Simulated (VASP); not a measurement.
# Gap of GaN, level by level, part 3 of 3

Aim: compute the gap of GaN from the cheapest level upwards and hold each value against experiment. LASPH is on for some levels and off for others; the table marks which. The start is a cell from a database of measured crystal structures.

VASP 6.6.1, plane waves and PAW; the level of theory is named at each step.

So far, least gap on mesh and path (eV): step 2 (bands, level LDA, k 5×5×3) 1.98; step 10 (bands, level B3LYP, k 5×5×3) 3.67; step 12 (bands, level PBE-EpsX, k 5×5×3) 3.33; step 13 (bands, level r2SCANh, k 5×5×3) 3.11; step 14 (bands, level HSEsol, k 5×5×3) 3.23.

The database entry behind the starting cell differs from later determinations by our own check (about 0.3 % short, ideal inner coordinate), so it need not match the best structure at ambient conditions.

## 15. Bands with PBE + SOC

This step: PBE, spin-orbit coupling; plane waves and PAW (Ga_d, N) (VASP 6.6.1).

Spin-orbit coupling needs spinors and the noncollinear program, where each band holds one electron.

Input file INCAR:

```
SYSTEM = GaN
PREC = Accurate
ENCUT = 520
EDIFF = 1E-06
NELM = 100
ISMEAR = 0
SIGMA = 0.02
LREAL = .FALSE.
ALGO = Normal
GGA = PE
LNONCOLLINEAR = .TRUE.
MAGMOM = 0 0 0 0 0 0 0 0 0 0 0 0
NBANDS = 48
GGA_COMPAT = .FALSE.
LASPH = .TRUE.
LSORBIT = .TRUE.
LORBIT = 11
LWAVE = .FALSE.
LCHARG = .FALSE.
KPAR = 8
```

Input file POSCAR:

```
GaN
1.0
    3.1800000000      0.0000000000      0.0000000000
   -1.5900000000      2.7539607840      0.0000000000
    0.0000000000      0.0000000000      5.1660000000
Ga N
2 2
Direct
    0.3333333333      0.6666666667      0.0000000000
    0.6666666667      0.3333333333      0.5000000000
    0.3333333333      0.6666666667      0.3750000000
    0.6666666667      0.3333333333      0.8750000000
```

Input file KPOINTS:

```
Automatic mesh
0
Gamma
7 7 4
0 0 0
```

Input file KPOINTS_OPT:

```
Line mode
16
Line-mode
Reciprocal
  0.00000000   0.00000000   0.00000000 GAMMA
  0.50000000   0.00000000   0.00000000 M

  0.50000000   0.00000000   0.00000000 M
  0.33333333   0.33333333   0.00000000 K

  0.33333333   0.33333333   0.00000000 K
  0.00000000   0.00000000   0.00000000 GAMMA

  0.00000000   0.00000000   0.00000000 GAMMA
  0.00000000   0.00000000   0.50000000 A

  0.00000000   0.00000000   0.50000000 A
  0.50000000   0.00000000   0.50000000 L

  0.50000000   0.00000000   0.50000000 L
  0.33333333   0.33333333   0.50000000 H

  0.33333333   0.33333333   0.50000000 H
  0.00000000   0.00000000   0.50000000 A

  0.50000000   0.00000000   0.50000000 L
  0.50000000   0.00000000   0.00000000 M

  0.33333333   0.33333333   0.00000000 K
  0.33333333   0.33333333   0.50000000 H
```

PAW data sets: Ga_d and N (PBE family, release 64).

The run is started by

```console
mpirun -np 8 vasp_ncl
```

The job ended after 34 s (8 MPI ranks of Intel Xeon 6975P-C (Granite Rapids), shared host; peak memory 2.9 GiB).

LASPH is switched on together with spin-orbit coupling, so the change from the scalar run holds both.

Electronic bands along the path, in eV, zero at the valence-band top; v1 is the highest filled band, c1 the lowest empty one:

```tsv
point	v4	v3	v2	v1	c1	c2	c3	c4
Γ	-0.01	-0.01	0.00	0.00	1.97	1.97	4.30	4.30
0.47 of the way	-0.67	-0.64	-0.44	-0.44	4.17	4.19	5.95	5.96
M	-2.27	-2.27	-0.99	-0.99	5.07	5.07	5.61	5.61
0.47 of the way	-2.40	-2.40	-1.80	-1.79	5.64	5.65	6.47	6.49
K	-3.04	-3.02	-2.72	-2.72	5.13	5.13	7.86	7.87
0.47 of the way	-1.16	-1.15	-1.08	-1.04	5.21	5.23	6.90	6.91
Γ	-0.01	-0.01	0.00	0.00	1.97	1.97	4.30	4.30
0.53 of the way	-0.19	-0.19	-0.18	-0.18	3.26	3.26	4.41	4.41
A	-0.54	-0.54	-0.54	-0.54	4.29	4.29	4.29	4.29
0.47 of the way	-1.24	-1.24	-1.23	-1.23	5.30	5.30	5.31	5.31
L	-1.92	-1.92	-1.92	-1.92	4.42	4.42	4.42	4.42
0.47 of the way	-1.64	-1.64	-1.62	-1.62	5.29	5.29	5.31	5.31
H	-1.51	-1.51	-1.51	-1.51	6.48	6.48	6.50	6.50
0.53 of the way	-1.75	-1.75	-1.71	-1.71	5.66	5.66	5.69	5.69
A	-0.54	-0.54	-0.54	-0.54	4.29	4.29	4.29	4.29
jump to L	-1.92	-1.92	-1.92	-1.92	4.42	4.42	4.42	4.42
0.47 of the way	-1.69	-1.69	-1.34	-1.34	4.28	4.28	5.10	5.10
M	-2.27	-2.27	-0.99	-0.99	5.07	5.07	5.61	5.61
jump to K	-3.04	-3.02	-2.72	-2.72	5.13	5.13	7.86	7.87
0.47 of the way	-2.34	-2.30	-2.30	-2.29	5.80	5.80	7.32	7.32
H	-1.51	-1.51	-1.51	-1.51	6.48	6.48	6.50	6.50
```

Of the projections kept (Ga, N), the largest for each band there; the rest of the weight can lie on other orbitals:

```tsv
point	v4	v3	v2	v1	c1	c2	c3	c4
Γ	N 0.78	N 0.78	N 0.78	N 0.78	N 0.58	N 0.58	Ga 0.72	Ga 0.72
M	N 0.63	N 0.63	N 0.73	N 0.73	Ga 0.89	Ga 0.89	Ga 0.60	Ga 0.60
K	N 0.61	N 0.61	N 0.63	N 0.63	Ga 0.89	Ga 0.89	N 0.56	N 0.56
Γ	N 0.78	N 0.78	N 0.78	N 0.78	N 0.58	N 0.58	Ga 0.72	Ga 0.72
A	N 0.74	N 0.74	N 0.74	N 0.74	N 0.53	N 0.53	N 0.53	N 0.53
L	N 0.68	N 0.68	N 0.68	N 0.68	Ga 0.74	Ga 0.74	Ga 0.74	Ga 0.74
```

The gap is 1.97 eV, direct at Γ. That is the gap of PBE again, on another mesh; this run took 3.7 times the core time. The direct gap lies -1.53 eV from the measured 3.50 eV.

## 16. The ladder as a table

This step: ladder of functionals on one cell; plane waves and PAW (VASP 6.6.1).

This step runs nothing: it gathers the runs above.

A gap of 0 means none; cost is the wall time of each run, as given at its step, times its ranks, without the set-up around it; LASPH differs between rows, which moves results and costs too. Results by level, by row:

```tsv
level	gap (eV)	least direct gap (eV)	pressure (GPa)	cost (core minutes)	LASPH
LDA	1.976	1.976	-3.83	1.17	off
PBE	1.968	1.968	7.26	1.23	off
r2SCAN	2.373	2.373	2.12	3.73	on
TB-mBJ	3.15	3.15	-	4.27	on
SCAN	2.271	2.271	1.38	3.87	on
LAK	2.786	2.786	8.23	4.27	on
HSE06	3.277	3.277	-	53.3	on
B3LYP	3.667	3.668	-	50.4	on
PBE-EpsX	3.332	3.332	-	51.5	on
r2SCANh	3.112	3.112	-	55.6	on
HSEsol	3.23	3.23	-	52.9	on
PBE + SOC	1.97	1.97	7.28	4.53	on
```

## 17. What came out

* gap, LDA: 1.98 eV
* gap, PBE: 1.97 eV
* gap, r2SCAN: 2.37 eV
* gap, TB-mBJ: 3.15 eV
* gap, SCAN: 2.27 eV
* gap, LAK: 2.79 eV
* gap, HSE06: 3.28 eV
* gap, B3LYP: 3.67 eV
* gap, PBE-EpsX: 3.33 eV
* gap, r2SCANh: 3.11 eV
* gap, HSEsol: 3.23 eV
* gap, PBE + SOC: 1.97 eV

In words: For GaN, without spin-orbit coupling, the functional decides between a gap of 1.97 eV (PBE) and 3.67 eV (B3LYP), while across these levels the cost spans a factor of 47. The cheapest level whose direct gap lies within 0.25 eV of experiment (a bound picked here) is B3LYP, at 50 core minutes. The measured gap holds spin-orbit coupling, which only the runs so named include; it raises a p-like valence top, so a match without it is partly luck. In most such crystals zero-point and thermal motion narrow the gap, so the static value to match lies above the measured one, and levels a little over it fare better than the table shows. HSE06 moves the gap by +1.31 eV from PBE, at about 43 times the core time, though on fewer points of the path. On r2SCAN the gap grows with the share of exact exchange: 2.37 eV at none, 3.11 eV at 0.10. Spin-orbit coupling changes the PBE gap by +0.00 eV (the two runs use different meshes). TB-mBJ lands -0.13 eV from HSE06 at 8.0 % of its cost. All levels use one geometry, and one mesh but for spin-orbit runs, kept coarse to afford the hybrids, so no gap here is fully converged. Costs come from a shared host, and the hybrids use PRECFOCK = Fast. These are single-particle gaps of a static lattice, without excitons or temperature. LASPH is on for some levels and off for others, so differences between them are not the functional's alone. The spin-orbit shifts include the switch to LASPH.

Computed beside measured:

```
                  quantity  measured              PBE           r2SCAN           TB-mBJ            HSE06            B3LYP         PBE-EpsX  PBE + spin-orbit
band gap (direct gap) (eV)     3.503  1.97 (-1.54 eV)  2.37 (-1.13 eV)  3.15 (-0.35 eV)  3.28 (-0.23 eV)  3.67 (+0.16 eV)  3.33 (-0.17 eV)   1.97 (-1.53 eV)
```

Measured values from pmc:6823545 (2019).

How well it matches: For the band gap, of the levels listed nearest comes B3LYP (+0.16 eV, good agreement) and farthest PBE (-1.54 eV, a clear miss). Local and semilocal functionals usually give gaps below the measured ones. Zero-point and thermal motion shift the measured gap. No cell relaxation is part of this session.

[Lines on the potential files, build, host, timing and source positions are cut from VASP's logs without a mark.]

[Logs are printed without paths, hosts, clocks, repeated set-up lines and the standing remarks that a program may print on its own settings, such as how far it seeks lower states.]

[Hosts, paths, dates, database ids (printed as entryN), source tags and the programs' standing remarks are cut or masked in the printed files.]

[A measured line is paired with the nearest computed mode of its activity, which favours agreement.]
